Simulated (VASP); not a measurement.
Level of theory: PBE GGA, VASP's PBE PAW potentials (set 64) (plane waves; VASP).

VASP ran on this input.

**KPOINTS**
```
kpoints
0
Gamma
5 5 7
```

File POSCAR:
```
MoSi2
1
   -1.6050000000     1.6050000000     3.9250000000
    1.6050000000    -1.6050000000     3.9250000000
    1.6050000000     1.6050000000    -3.9250000000
Si Mo
2 1
Direct
  0.6549790000   0.6721850000   0.0056340000
  0.3435790000   0.3484550000   0.0283120000
  0.0014420000  -0.0206400000  -0.0339460000
```

INCAR:
```
ALGO = Normal
EDIFF = 1E-6
ENCUT = 300
GGA = PE
ISIF = 2
ISMEAR = -1
LASPH = .TRUE.
LCHARG = .FALSE.
LMAXMIX = 4
LREAL = .FALSE.
LWAVE = .FALSE.
NELM = 100
PREC = Accurate
SIGMA = 0.1
SYSTEM = MoSi2
```

POTCAR, in this order: Si Mo_sv (PBE.64 set). Program: vasp_std.

What VASP printed:

### OSZICAR
```
       N       E                     dE             d eps       ncg     rms          rms(c)
DAV:   1     0.608292615333E+02    0.60829E+02   -0.86538E+03  3016   0.914E+02
DAV:   2    -0.227709201129E+02   -0.83600E+02   -0.82378E+02  3389   0.244E+02
DAV:   3    -0.239920571425E+02   -0.12211E+01   -0.12109E+01  3431   0.273E+01
DAV:   4    -0.239971787107E+02   -0.51216E-02   -0.51210E-02  3186   0.196E+00
DAV:   5    -0.239972190926E+02   -0.40382E-04   -0.40379E-04  3466   0.152E-01    0.211E+01
DAV:   6    -0.232613819388E+02    0.73584E+00   -0.71067E+00  3158   0.182E+01    0.488E+00
DAV:   7    -0.231350901273E+02    0.12629E+00   -0.10575E+00  2983   0.655E+00    0.445E+00
DAV:   8    -0.231004207979E+02    0.34669E-01   -0.11669E-01  3137   0.276E+00    0.472E-01
DAV:   9    -0.230996772116E+02    0.74359E-03   -0.24084E-03  3284   0.417E-01    0.242E-01
DAV:  10    -0.230996052771E+02    0.71935E-04   -0.64419E-04  3172   0.229E-01    0.569E-02
DAV:  11    -0.230995966115E+02    0.86656E-05   -0.13067E-04  3207   0.912E-02    0.270E-02
DAV:  12    -0.230995957438E+02    0.86772E-06   -0.15024E-05  3186   0.266E-02    0.591E-03
DAV:  13    -0.230995950770E+02    0.66673E-06   -0.11572E-06  1579   0.989E-03
   1 F= -.23099595E+02 E0= -.23095169E+02  d E =-.885297E-02
```

File OUTCAR:
```
------------------------ aborting loop because EDIFF is reached ----------------------------------------
  FORCE on cell =-STRESS in cart. coord.  units (eV):
  Direction    XX          YY          ZZ          XY          YZ          ZX
  --------------------------------------------------------------------------------------
  Total        0.6781083      0.9361901      1.0795571      0.0880343      0.0584833     -0.3259273
  in kB       26.8633345     37.0872728     42.7667732      3.4874897      2.3168225    -12.9116437
  external PRESSURE =      35.5724602 kB  Pullay stress =       0.0000000 kB
  volume of cell :       40.44
      direct lattice vectors                 reciprocal lattice vectors
    -1.605000000  1.605000000  3.925000000     0.000000000  0.311526480  0.127388535
     1.605000000 -1.605000000  3.925000000     0.311526480  0.000000000  0.127388535
     1.605000000  1.605000000 -3.925000000     0.311526480  0.311526480  0.000000000
 POSITION                                       TOTAL-FORCE (eV/Angst)
 -----------------------------------------------------------------------------------
      0.03666     -0.01857      5.18701        -0.749486      0.163539      0.686620
      0.05327      0.03761      2.60511        -0.567480     -0.388670      0.390028
      3.12008     -0.01904      0.05789         1.316966      0.225131     -1.076648
 -----------------------------------------------------------------------------------
    total drift:                               -0.000017     -0.000038      0.000077
  FREE ENERGIE OF THE ION-ELECTRON SYSTEM (eV)
  ---------------------------------------------------
  free  energy   TOTEN  =       -23.0995950770 eV

  energy  without entropy=      -23.0907421029  energy(sigma->0) =      -23.09516859
```
(Selected blocks of OUTCAR.)

File OUTCAR:
```
 val. band max:       12.1271092149   @ k =  -0.2000  -0.2000   0.1429

 cond. band min:      12.1792468254   @ k =  -0.4000  -0.4000   0.4286


 Fermi energy:        12.1695838412

 k-point     1 :       0.0000    0.0000    0.0000
  band No.  band energies     occupation
      1     -48.4883      2.00000
      2     -22.6696      2.00000
      3     -22.5934      2.00000
      4     -22.5895      2.00000
      5      -1.1925      2.00000
      6       5.8098      2.00000
      7       8.7376      2.00000
      8       9.0839      2.00000
      9       9.5487      2.00000
     10       9.6512      2.00000
     11      12.4635      0.10054
     12      15.0785      0.00000
     13      15.2843      0.00000
     14      15.7153      0.00000
     15      15.8084      0.00000

 k-point     2 :       0.2000    0.0000    0.0000
  band No.  band energies     occupation
      1     -48.4830      2.00000
      2     -22.6936      2.00000
      3     -22.6511      2.00000
      4     -22.5812      2.00000
      5      -0.4799      2.00000
      6       5.7256      2.00000
      7       7.3418      2.00000
      8       8.9414      2.00000
      9       9.9100      2.00000
     10      10.2581      2.00000
     11      11.1953      1.99988
     12      13.7091      0.00000
     13      14.3022      0.00000
     14      16.1363      0.00000
     15      16.8291      0.00000

 k-point     3 :       0.4000    0.0000   -0.0000
  band No.  band energies     occupation
      1     -48.4725      2.00000
      2     -22.8270      2.00000
      3     -22.6467      2.00000
      4     -22.5678      2.00000
      5       1.4494      2.00000
      6       3.9695      2.00000
      7       7.1176      2.00000
      8       7.8677      2.00000
      9       9.6786      2.00000
     10       9.9118      2.00000
     11      11.3638      1.99937
     12      14.0534      0.00000
     13      15.0323      0.00000
     14      15.8243      0.00000
     15      16.6219      0.00000
...
```

At this cut-off the stress carries a Pulay error, which pulls relaxed volumes low.

The structure is a typed MoSi2 crystal. The cell was not relaxed at this level, atoms are displaced from their ideal sites. The k-mesh is coarse (spacing up to 0.42 per Å, 2π included), so the numbers may not be converged in it.
